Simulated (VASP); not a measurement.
Input:

```
CELL_PARAMETERS angstrom
      3.83837     0.00000     0.00000
     -1.91918     3.32412     0.00000
      0.00000     0.00000     9.52039
ATOMIC_POSITIONS crystal
  B  0.33333 0.66667 0.25000
  B  0.66667 0.33333 0.75000
  Bi 0.66667 0.33333 0.25000
  Bi 0.33333 0.66667 0.75000
```

All values below come from PBEsol GGA, VASP's PBE PAW potentials (set 64) (plane waves; VASP). Run with 520 eV cut-off, Gaussian smearing of 0.050 eV, potentials B Bi_d.

Without a dispersion term in the relaxation, distances and binding between the weakly bound layers, chains or molecules are unreliable, and so is what depends on them. Unless said otherwise, spin-orbit coupling is left out, though it shifts the bands of the heavy elements here.

Q: Give the energies of bands 13 to 21 at the high-symmetry points, in eV from the valence-band maximum.

A: 
```json
[
 {"band": "13", "Γ": "-4.01", "M": "-7.77", "K": "-7.57", "A": "-3.53", "L": "-7.75", "H": "-7.57"},
 {"band": "14", "Γ": "-2.90", "M": "-7.72", "K": "-7.57", "A": "-3.53", "L": "-7.75", "H": "-7.57"},
 {"band": "15", "Γ": "-1.23", "M": "-3.27", "K": "-5.29", "A": "-1.21", "L": "-3.25", "H": "-5.24"},
 {"band": "16", "Γ": "-1.23", "M": "-3.23", "K": "-5.20", "A": "-1.21", "L": "-3.25", "H": "-5.24"},
 {"band": "17", "Γ": "-1.19", "M": "-1.53", "K": "-0.38", "A": "-1.21", "L": "-1.11", "H": "-0.05"},
 {"band": "18", "Γ": "-1.19", "M": "-0.59", "K": "-0.38", "A": "-1.21", "L": "-1.11", "H": "-0.05"},
 {"band": "19", "Γ": "0.37", "M": "0.49", "K": "0.56", "A": "0.42", "L": "0.96", "H": "0.14"},
 {"band": "20", "Γ": "0.47", "M": "1.17", "K": "0.56", "A": "0.42", "L": "0.96", "H": "0.14"},
 {"band": "21", "Γ": "2.56", "M": "1.34", "K": "4.02", "A": "3.83", "L": "1.26", "H": "4.05"}
]
```

The gap is indirect, 0.14 eV, from the valence maximum at K-Γ at 0.11 to the conduction minimum at H.

The structure was generated: BBi was put into the layered h-BN type type (P6_3/mmc), which need not be its known phase. It was relaxed first, which changed the volume by -7 %.
